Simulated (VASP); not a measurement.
Here is the system:

```
CELL_PARAMETERS angstrom
      0.00000     2.66477     2.66477
      2.66477     0.00000     2.66477
      2.66477     2.66477     0.00000
ATOMIC_POSITIONS crystal
  Pb 0.00000 0.00000 0.00000
  O  0.25000 0.25000 0.25000
  O  0.75000 0.75000 0.75000
```

Calculation: r2SCAN meta-GGA, VASP's PBE PAW potentials (set 64) (plane waves; VASP 6.6.1). Run with 520 eV cut-off, 11×11×11 Γ-centred mesh, tetrahedra with Blöchl corrections, potentials Pb_d O.

Give the energies of bands 8 to 14 at the high-symmetry points, in eV from the Fermi level.

```json
[
 {"band": "8", "Γ": "-2.09", "X": "-8.32", "U": "-8.14", "L": "-6.54", "W": "-8.25"},
 {"band": "9", "Γ": "-2.06", "X": "-4.75", "U": "-4.44", "L": "-3.47", "W": "-5.06"},
 {"band": "10", "Γ": "-2.06", "X": "-4.75", "U": "-4.26", "L": "-2.93", "W": "-2.69"},
 {"band": "11", "Γ": "-2.06", "X": "-0.24", "U": "-1.33", "L": "-2.93", "W": "-2.69"},
 {"band": "12", "Γ": "-1.27", "X": "-0.11", "U": "-0.49", "L": "-1.47", "W": "-0.41"},
 {"band": "13", "Γ": "-1.27", "X": "-0.11", "U": "-0.22", "L": "-1.47", "W": "0.06"},
 {"band": "14", "Γ": "-1.27", "X": "2.20", "U": "2.74", "L": "3.19", "W": "2.85"}
]
```

It has no gap at this level: it comes out as a metal or semimetal.

The structure was generated: PbO2 was put into the fluorite type (Fm-3m), which need not be its known phase. It was relaxed first.
